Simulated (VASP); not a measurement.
# Zr: a series in a change of volume

How do stress and energy of Zr follow a change of volume?

Method: r2SCAN; plane waves and PAW (Zr_sv), in the first sound run; inputs show where later runs differ, in VASP 6.6.1.

Most raw output is cut from this account.

## (1) The structure

Symmetry: P6_3/mmc, No. 194, hexagonal system. The conventional cell has a = 3.230 Å, b = 3.230 Å, c = 5.145 Å, α = 90.00°, β = 90.00°, γ = 120.00°. Nearest to Zr lie 12 Zr at 3.18 to 3.23 Å.

## (2) Relax the crystal, r2SCAN

The series starts from the cell that this level prefers, so that zero strain is near zero stress.

This step took 2 runs in a row; the last is shown.

Level: r2SCAN; plane waves and PAW (Zr_sv).

File INCAR:

```
SYSTEM = Zr
PREC = Accurate
ENCUT = 450
EDIFF = 1E-07
NELM = 120
ISMEAR = 1
SIGMA = 0.15
LREAL = .FALSE.
ALGO = Normal
METAGGA = R2SCAN
LASPH = .TRUE.
NBANDS = 18
LORBIT = 11
LWAVE = .FALSE.
LCHARG = .FALSE.
KPAR = 8
IBRION = 2
NSW = 40
ISIF = 3
EDIFFG = -0.005
POTIM = 0.4
```

File POSCAR:

```
Zr
1.0
    3.2451151982      0.0000000000      0.0000000000
   -1.6225575991      2.8103521998      0.0000000000
    0.0000000000      0.0000000000      5.1516575479
Zr
2
Direct
    0.0000000000      0.0000000000      0.0000000000
    0.3333333333      0.6666666667      0.5000000000
```

File KPOINTS:

```
Automatic mesh
0
Gamma
21 21 12
0 0 0
```

The projector-augmented-wave data sets are Zr_sv (PBE family, release 64).

Launch:

```console
> mpirun -np 8 vasp_std
```

The job ended after 2 min (8 MPI ranks of Intel Xeon Platinum 8488C (Sapphire Rapids), shared host; peak memory 2.5 GiB).

This run gave:

```
energy(sigma→0) of the program : -45.5048 eV
stress, compression positive   : xx, yy, zz 0.01, 0.01, -0.01 GPa
volume                         : 46.983 Å³
ionic steps                    : 1
```

## (3) Relax at fixed volume, r2SCAN

One member in full: the volume is scaled by 0.99, and shape and atoms relax at that volume.

Level: r2SCAN; plane waves and PAW (Zr_sv).

INCAR, as its differences from that of step 2:

```diff
@@ -15,7 +15,7 @@
 LCHARG = .FALSE.
-KPAR = 8
+KPAR = 2
 IBRION = 2
 NSW = 40
-ISIF = 3
-EDIFFG = -0.005
+ISIF = 4
+EDIFFG = -0.004
 POTIM = 0.4
```

File POSCAR:

```
Zr
1.0
    3.2342618890      0.0000000000      0.0000000000
   -1.6171309445      2.8009529584      0.0000000000
    0.0000000000      0.0000000000      5.1344277953
Zr
2
Direct
    0.0000000000      0.0000000000      0.0000000000
    0.3333333333      0.6666666667      0.5000000000
```

KPOINTS is that of step 2.

Launch:

```console
> mpirun -np 2 vasp_std
```

Elapsed: 8.3 min, on 2 MPI ranks; peak memory 0.59 GiB.

Numbers from this step:

```
energy(sigma→0) of the program : -45.5033 eV
stress, compression positive   : xx, yy, zz 0.97, 0.97, 0.99 GPa
ionic steps                    : 2
```

## (4) The whole series

The other members went through these steps as far as the tables show, with the same cutoff and, step by step, the same mesh; 9 runs are not shown. The session took 3.8 core hours (wall time by ranks) on a shared machine.

| volume over the relaxed volume | volume (Å³/atom) | pressure (GPa) | energy above the unstrained row, extrapolated to no smearing (meV/atom) |
| --- | --- | --- | --- |
| 0.940 | 22.082 | 6.533 | 27.874 |
| 0.960 | 22.552 | ? | ? |
| 0.980 | 23.021 | 1.997 | 2.982 |
| 0.990 | 23.256 | 0.978 | 0.757 |
| 1 | 23.491 | 0.000 | 0.000 |
| 1.010 | 23.726 | -0.936 | 0.647 |
| 1.020 | 23.961 | -1.832 | 2.641 |
| 1.040 | 24.431 | -3.515 | 10.439 |
| 1.060 | 24.901 | -5.061 | 22.966 |

## (5) A fit to the known rows

Fitting a cubic to the 8 known rows (u: logarithm of the volume ratio) gives pressure = − 86.78 u³ + 155.5 u² − 95.63 u + 7.10e-4 in GPa; the residuals are 5.4e-4 GPa r.m.s.

At u = -0.04082 this predicts 4.169 GPa.

## (6) The withheld row

The calculation gives 4.169 GPa, so the prediction is right to the last digit shown.

A cubic of the pressure in ln(V/V₀) through all rows has the slope −B at V₀: B = 96 GPa, and its curvature gives B′ = 3.3.

## (7) Results

```
error of the predicted pressure : 0.000 GPa
bulk modulus                    : 96 GPa
```

These are static values: temperature and zero-point motion are left out. In a metal the slopes also depend on mesh and smearing, which were held through the series.

[Lines on the potential files, build, host, timing and source positions are cut from VASP's logs without a mark.]

[Logs are printed without paths, hosts, clocks, repeated set-up lines and the standing remarks that a program may print on its own settings, such as how far it seeks lower states.]

[Hosts, paths, dates, database ids (printed as entryN), source tags and the programs' standing remarks are cut or masked in the printed files.]

[In band tables of VASP the shares of atoms and orbitals are scaled to a sum of 1 inside the atoms' spheres.]
